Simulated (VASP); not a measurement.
Here is the system:

```yaml
crystal:
  lattice:
    - [1.76755, -3.06148, 0.00000]
    - [1.76755, 3.06148, 0.00000]
    - [0.00000, 0.00000, 14.03559]
  atoms:
    - { symbol: Te, position: [0.33333, 0.66667, 0.87935] }
    - { symbol: Te, position: [0.66667, 0.33333, 0.37935] }
    - { symbol: Te, position: [0.66667, 0.33333, 0.12065] }
    - { symbol: Te, position: [0.33333, 0.66667, 0.62065] }
    - { symbol: Mo, position: [0.33333, 0.66667, 0.25000] }
    - { symbol: Mo, position: [0.66667, 0.33333, 0.75000] }
```

Computed with rev-vdW-DF2, VASP's PBE PAW potentials (set 64) (plane waves; VASP). Settings: 520 eV cut-off, Gaussian smearing of 0.050 eV, potentials Te Mo_sv.

Unless said otherwise, spin-orbit coupling is left out, though it shifts the bands of the heavy elements here.

Problem. Give the energies of bands 17 to 30 at the high-symmetry points, in eV from the valence-band maximum.

Solution. 
```
band      Γ      M      K      A      L      H
----  -----  -----  -----  -----  -----  -----
17    -1.79  -3.83  -4.12  -1.78  -3.44  -3.93
18    -1.77  -3.13  -3.79  -1.78  -3.44  -3.93
19    -1.77  -2.48  -3.29  -1.78  -2.43  -3.55
20    -1.02  -2.37  -3.29  -1.78  -2.43  -3.55
21    -1.02  -1.95  -3.05  -1.01  -1.90  -2.67
22    -1.02  -1.78  -3.05  -1.01  -1.90  -2.67
23    -0.99  -0.97  -1.80  -1.01  -0.93  -1.97
24    -0.99  -0.92  -1.80  -1.01  -0.93  -1.97
25    -0.32  -0.60  -0.31  -0.08  -0.46  -0.21
26     0.00  -0.31  -0.07  -0.08  -0.46  -0.21
27     2.83   1.23   0.95   2.87   1.26   0.95
28     2.83   1.29   0.95   2.87   1.26   0.95
29     2.96   1.42   1.14   2.87   1.59   1.60
30     2.97   1.74   2.14   2.87   1.59   1.60
```

The gap is indirect, 0.70 eV, from the valence maximum at Γ to the conduction minimum at K-Γ at 0.44.

Measured: gap 1.06 eV at 4 K (computed value off by -0.36 eV), as given by Desman Perdamaian Gulo et al., Physical Review Materials (2023), doi:10.1103/physrevmaterials.7.044001.

The compound is MoTe2 in the 2H layered structure. It was relaxed first.
